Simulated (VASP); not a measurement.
Given:

```yaml
crystal:
  lattice:
    - [0.00000, 2.80500, 2.80500]
    - [2.80500, 0.00000, 2.80500]
    - [2.80500, 2.80500, 0.00000]
  atoms:
    - { symbol: Li, position: [0.00000, 0.00000, 0.00000] }
    - { symbol: Br, position: [0.50000, 0.50000, 0.50000] }
```

The numbers are results of PBE GGA, VASP's PBE PAW potentials (set 64) (plane waves; VASP 6.6.1), not measurements. Run with PREC = Normal, 520 eV cut-off, 7×7×7 Γ-centred mesh, Gaussian smearing of 0.050 eV, potentials Li_sv Br.

Q: Predict the energy per atom (σ→0), pressure, band gap (on the k-mesh) with the smallest direct gap where there is one.

A: 
| Quantity | Value |
|---|---|
| band gap (on the k-mesh) | 4.71 eV |
| smallest direct gap (on the k-mesh) | 4.71 eV |
| energy per atom (σ→0) | -3318 meV/atom |
| pressure | -1.25 GPa |

Total energies compare only between runs with the same potentials, cut-off and functional.

The compound is LiBr in the rock salt structure. The cell was not relaxed at this level. The run is one of a series of settings (PREC = Normal against the base run), some of them coarse on purpose.
